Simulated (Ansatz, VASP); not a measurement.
# TiTe2 (1T-TiTe2 monolayer): VASP beside Ansatz, part 2 of 2

Wanted: the spread between two codes on one cell, functional and k mesh. Of the first pair: The structure shown is the start of the Ansatz relaxation below; VASP solves that cell, so the two are compared at the walk's first step.

VASP 6.6.1 and Ansatz 0.2.0.

So far: Set-up; Ansatz: relaxation, PBE with D3(BJ); VASP: single point, PBE with D3(BJ), start cell, pair 1.

### 4. Comparison

Known differences besides the potentials themselves: Ansatz cuts the interaction across the vacuum, VASP repeats the sheet with a dipole correction; the data sets hold 44 valence electrons in Ansatz (on its default PAW (the set named soft_2) files) and 24 in VASP; the cutoff is 420 eV in Ansatz and 400 eV in VASP. Total energies have different zeros and are not compared.

Forces (eV/Å; atoms numbered as in POSCAR):

| atom | Ansatz x, y, z | VASP x, y, z |
| --- | --- | --- |
| Te1 | 0.000, 0.000, 0.848 | 0.000, 0.000, 0.835 |
| Te2 | 0.000, 0.000, -0.848 | 0.000, 0.000, -0.835 |
| Ti3 | 0.000, 0.000, 0.000 | 0.000, 0.000, 0.000 |

The forces differ by 6.1 meV/Å r.m.s., which is 1.6 % of the r.m.s. force of 0.393 eV/Å (both taken over all components). With vacuum in the cell, a pressure given here is an average over mostly empty space and none of the material.

### 5. Ansatz: relaxation, PBE with D3(BJ)

This run makes the geometry at which the two programs are then compared.

The structure compared here is the end of the Ansatz relaxation.

File input.yaml:

```yaml
crystal:
  lattice:
    - [3.75, 0.0, 0.0]
    - [-1.875, 3.2475952642, 0.0]
    - [0.0, 0.0, 21.6759216531]
  atoms:
    - { symbol: Te, position: [0.6666666667, 0.3333333333, 0.4152072583] }
    - { symbol: Ti, position: [0.0, 0.0, 0.5] }
    - { symbol: Te, position: [0.3333333333, 0.6666666667, 0.5847927417] }
  periodic: [true, true, false]
kpoints:
  mp_grid: { grid: [12, 12, 1] }
hamiltonian:
  xc: pbe
  dispersion: d3bj
scf:
  occupations: { method: fermi_dirac, width: 0.05 }
  convergence: { dr2_threshold: 1.0e-09 }
relax:
  f_tol: 0.004
  max_steps: 90
  cell: {}
output:
  write_potential: true
  write_density: true
  volumetric_format: npy
```

Run with:

```console
$ ansatz run input.yaml --threads 4 --pin off --max-ram 6144MiB --backend cpu --events-out ev --progress --plain --runs-dir out
```

Numbers of over 12 decimals in the logs are rounded to 6 here.

Log:

```text
[...]
Crystal: 3 atoms, lattice volume = 379.382 Å³
Basis set: ecut = 420 eV, 7473 PW (Γ), exchange–correlation on 54×54×432 points (8 copies of the dense FFT grid, shifted against one another)
Bands: 27, of which v1, the nominal top of the filled ones, is band 22 counted from 1 (21 counted from 0)
Symmetry: 12 space group operations
[...]
the weakly bound empty levels are not read free of the cell's end (no_gap_told)
--- Relaxed structure (5 steps of the walk, 5 accepted, 1 SCFs on fresh bases) ---
[...]
cell:  # Å, volume = 365.1345 Å³
    - [3.678911, 0, 0]
    - [-1.839455, 3.186030, 0]
    - [0, 0, 31.151843]
  atoms:
    - { symbol: Te, position: [0.666667, 0.333333, 0.291346] }
    - { symbol: Ti, position: [0, 0, 0.347908] }
    - { symbol: Te, position: [0.333333, 0.666667, 0.404469] }
[key lines of the parts left out:]
SCF converged after 5 iterations
Free energy (F): -16462.723222 eV
Fermi energy:    -4.768333 eV
P = ½ c Tr σ = 0.0077 N/m
```

### 6. VASP: single point, PBE with D3(BJ), relaxed cell, pair 2

The same cell, functional, mesh and smearing now go to VASP, with its own data sets.

File INCAR:

```
SYSTEM = TiTe2
PREC = Accurate
ENCUT = 400
EDIFF = 1E-06
NELM = 120
ISMEAR = -1
SIGMA = 0.05
LREAL = .FALSE.
ALGO = Normal
GGA = PE
IVDW = 12
NBANDS = 18
LASPH = .TRUE.
LORBIT = 11
LWAVE = .FALSE.
LCHARG = .FALSE.
ISIF = 2
LDIPOL = .TRUE.
IDIPOL = 3
DIPOL = 0.5 0.5 0.348
LVHAR = .TRUE.
GGA_COMPAT = .FALSE.
NELMDL = -8
```

File POSCAR:

```
TiTe2
1.0
    3.6789107935      0.0000000000      0.0000000000
   -1.8394553967      3.1860302054      0.0000000000
    0.0000000000      0.0000000000     31.1518433034
Te Ti
2 1
Direct
    0.6666666667      0.3333333333      0.2913464825
    0.3333333333      0.6666666667      0.4044685755
    0.0000000000      0.0000000000      0.3479075290
```

File KPOINTS:

```
Automatic mesh
0
Gamma
12 12 1
0 0 0
```

Potentials, in the order of the species: Te and Ti_sv (PBE family, release 64).

Run with:

```console
$ mpirun -np 1 vasp_std
```

Log:

```text
[... set-up lines as in an earlier step ...]
 entering main loop
       N       E                     dE             d eps       ncg     rms          rms(c)
DAV:   1     0.139691561890E+03    0.13969E+03   -0.91944E+03   860   0.797E+02
DAV:   2    -0.215956821485E+00   -0.13991E+03   -0.13733E+03   932   0.213E+02
DAV:   3    -0.172538528888E+02   -0.17038E+02   -0.16986E+02  1264   0.667E+01
DAV:   4    -0.182185439309E+02   -0.96469E+00   -0.96175E+00   990   0.156E+01
[...]
DAV:  26    -0.161706974152E+02   -0.16327E-05   -0.42602E-08   544   0.712E-04    0.667E-04
DAV:  27    -0.161706984268E+02   -0.10116E-05   -0.13499E-08   456   0.527E-04    0.459E-04
DAV:  28    -0.161706993717E+02   -0.94493E-06   -0.22783E-08   500   0.658E-04
   1 F= -.17249842E+02 E0= -.17244596E+02  d E =-.104925E-01
```

From OUTCAR (step 6):

```text
 Edisp (eV)   -1.07914

  Total      -0.05819    -0.05819    -0.02706    -0.00000     0.00000     0.00000
  in kB      -0.25533    -0.25533    -0.11872    -0.00000     0.00000     0.00000
  external pressure =       -0.21 kB  Pullay stress =        0.00 kB

 POSITION                                       TOTAL-FORCE (eV/Angst)
 -----------------------------------------------------------------------------------
      1.83946      1.06201      9.07598        -0.000000      0.000000     -0.015265
     -0.00000      2.12402     12.59994         0.000000     -0.000000      0.015265
      0.00000      0.00000     10.83796        -0.000000      0.000000     -0.000000
 -----------------------------------------------------------------------------------
    total drift:                               -0.000000     -0.000000      0.000152

  FREE ENERGIE OF THE ION-ELECTRON SYSTEM (eV)
  ---------------------------------------------------
  free  energy   TOTEN  =       -17.2498419565 eV

  energy  without entropy=      -17.2393494788  energy(sigma->0) =      -17.24459572

[... 1 part as in an earlier step ...]

[... 2 further parts left out ...]
[key lines of the parts left out:]
E-fermi :  -2.2349
```

### 7. Side by side

What differs besides the data sets and the points named for the pairs above, as far as they apply: the data sets hold 44 valence electrons in Ansatz (on its default PAW (the set named soft_2) files) and 24 in VASP. Total energies have different zeros and are not compared.

At this near-relaxed geometry the largest component of a force difference is 13 meV/Å. With vacuum in the cell, a pressure given here is an average over mostly empty space and none of the material.

### 8. Summary of results

```yaml
r_m_s_force_difference_single_point_pbe_with_d3_bj_start_cell_pair_1: 1.6 % of the r.m.s. force
r_m_s_force_difference_single_point_pbe_with_d3_bj_relaxed_cell_pair_2: 6.1 meV/Å
```

**Reading.** The r.m.s. force difference is 1.6 % of the r.m.s. force (single point, PBE with D3(BJ), start cell, pair 1), within the 3 % picked in this series as the mark of a large difference. The data sets hold unlike numbers of valence electrons (44 in Ansatz and 24 in VASP), so part of the differences comes from the potentials. Such differences can come from data sets, numerical settings and the points named under the comparisons, not from the functional's error against experiment.

[Lines on the potential files, build, host, timing and source positions are cut from VASP's logs without a mark.]

[Logs are printed without paths, hosts, clocks, repeated set-up lines and the standing remarks that a program may print on its own settings, such as how far it seeks lower states.]

[Hosts, paths, dates, database ids (printed as entryN), source tags and the programs' standing remarks are cut or masked in the printed files.]
